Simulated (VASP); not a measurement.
Shape and ions are relaxed at each volume.

Here is the system:

TiB2 has the hexagonal space group P6/mmm (No. 191), Pearson symbol hP3. Cell: a = b = 3.0254 Å, c = 3.2163 Å, α = β = 90.00°, γ = 120.00°. Ti on 1a has 12 B at 2.374 Å and 6 Ti at 3.025 Å and 2 Ti at 3.216 Å. B on 2d has 3 B at 1.747 Å and 6 Ti at 2.374 Å. (Neighbours: up to the widest gap in distance over summed covalent radii, below 1.35, at either atom; cation-cation and far metal-metal contacts left out.)

The numbers are results of rev-vdW-DF2, VASP's PBE PAW potentials (set 64) (plane waves; VASP), not measurements. Run with 520 eV cut-off, 12×12×10 Γ-centred mesh, first-order Methfessel-Paxton smearing of 0.10 eV, potentials Ti_sv B.

Give the energy at these volumes per atom, relative to the lowest: 7.98, 8.24, 8.49, 8.75, 9.00 Å³.

27.4, 6.7, 0.0, 5.5, 21.5 meV/atom. A third-order Birch-Murnaghan fit gives B0 = 254 GPa and B0′ = 3.9.

Measured: bulk modulus 240 GPa (computed value off by +5.6 %), as given by Synthesis of Binary Transition Metal Nitrides, Carbides and Borides from the Elements in the Laser-Heated Diamond …. The calculation is for a static lattice, while the measured bulk modulus holds thermal and zero-point effects, which are part of the difference.

The compound is TiB2 in the AlB2 type structure. It was relaxed first.
